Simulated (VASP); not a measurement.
A run of VASP 6.6.1 is set up as follows.

Contents of INCAR:

```
  PREC = Accurate
  ENCUT = 450
  EDIFF = 1E-5
  ISMEAR = 0
  SIGMA = 0.03
  LREAL = Auto
  LASPH = True
  NELM = 120
  ALGO = Normal
  ISIF = 2
  LWAVE = False
  LCHARG = False
  ISPIN = 2
  MAGMOM = 0 0 0 0 0 0 0 0 0 0 0 0 0 0 0 0 0 0 0 0 0 0 0 0 0 0 0 0 0 0 0 0
  LORBIT = 11
  NUPDOWN = 0
  LMAXMIX = 4
  LDAU = True
  LDAUTYPE = 2
  LDAUL = 2 -1 -1
  LDAUU = 3.5 0 0
  LDAUJ = 0 0 0
  LDAUPRINT = 1
  GGA = PS
  NBANDS = 95
```

KPOINTS

```
Automatic mesh
0
Gamma
  3 3 2
```

File POSCAR:

```
MnAl15N16
1.0
    6.2200008610      0.0000000000      0.0000000000
   -3.1100004305      5.3866787572      0.0000000000
    0.0000000000      0.0000000000      9.9600000000
Mn Al N
1 15 16
Direct
    0.3333333333      0.1666666667      0.0000000000
    0.3333333333      0.1666666667      0.5000000000
    0.3333333333      0.6666666667      0.0000000000
    0.3333333333      0.6666666667      0.5000000000
    0.8333333333      0.1666666667      0.0000000000
    0.8333333333      0.1666666667      0.5000000000
    0.8333333333      0.6666666667      0.0000000000
    0.8333333333      0.6666666667      0.5000000000
    0.1666666667      0.3333333333      0.2500000000
    0.1666666667      0.3333333333      0.7500000000
    0.1666666667      0.8333333333      0.2500000000
    0.1666666667      0.8333333333      0.7500000000
    0.6666666667      0.3333333333      0.2500000000
    0.6666666667      0.3333333333      0.7500000000
    0.6666666667      0.8333333333      0.2500000000
    0.6666666667      0.8333333333      0.7500000000
    0.3333333333      0.1666666667      0.1910000000
    0.3333333333      0.1666666667      0.6910000000
    0.3333333333      0.6666666667      0.1910000000
    0.3333333333      0.6666666667      0.6910000000
    0.8333333333      0.1666666667      0.1910000000
    0.8333333333      0.1666666667      0.6910000000
    0.8333333333      0.6666666667      0.1910000000
    0.8333333333      0.6666666667      0.6910000000
    0.1666666667      0.3333333333      0.4410000000
    0.1666666667      0.3333333333      0.9410000000
    0.1666666667      0.8333333333      0.4410000000
    0.1666666667      0.8333333333      0.9410000000
    0.6666666667      0.3333333333      0.4410000000
    0.6666666667      0.3333333333      0.9410000000
    0.6666666667      0.8333333333      0.4410000000
    0.6666666667      0.8333333333      0.9410000000
```

Potentials or basis: VASP PAW PBE potentials, release 64 (Mn_pv, Al, N).

Command:

```sh
$ cat potpaw_PBE.64/Mn_pv/POTCAR potpaw_PBE.64/Al/POTCAR potpaw_PBE.64/N/POTCAR > POTCAR
$ mpirun -np 1 vasp_std > vasp.out
```

Predict the largest force.

0.624 eV/Å.

Forces in eV/Å, atoms in the order of the input:
```
Mn   0.000  0.000 -0.017
Al   0.000  0.000 -0.013
Al   0.143  0.082  0.186
Al   0.012  0.007 -0.031
Al   0.000 -0.165  0.186
Al   0.000 -0.014 -0.031
Al  -0.143  0.082  0.186
Al  -0.012  0.007 -0.031
Al  -0.038  0.022 -0.113
Al   0.056 -0.032 -0.050
Al   0.000 -0.044 -0.113
Al   0.000  0.064 -0.050
Al   0.038  0.022 -0.113
Al  -0.056 -0.032 -0.050
Al   0.000  0.000 -0.024
Al   0.000  0.000  0.044
N    0.000  0.000  0.576
N    0.000  0.000  0.031
N   -0.008 -0.005  0.015
N   -0.001 -0.001  0.003
N    0.000  0.010  0.015
N    0.000  0.001  0.003
N    0.008 -0.005  0.015
N    0.001 -0.001  0.003
N    0.014 -0.008  0.024
N   -0.501  0.289 -0.233
N    0.000  0.016  0.024
N    0.000 -0.579 -0.233
N   -0.014 -0.008  0.024
N    0.501  0.289 -0.233
N    0.000  0.000  0.041
N    0.000  0.000 -0.042
```

Caveat: the k mesh is coarse (spacing up to 0.39 Å⁻¹), so the values aren't converged; the PAW data sets were made with another functional, which shifts forces and pressure a little; the total moment is fixed, so each spin has its own Fermi level. The state reached can hang on the start; a lower one may exist.
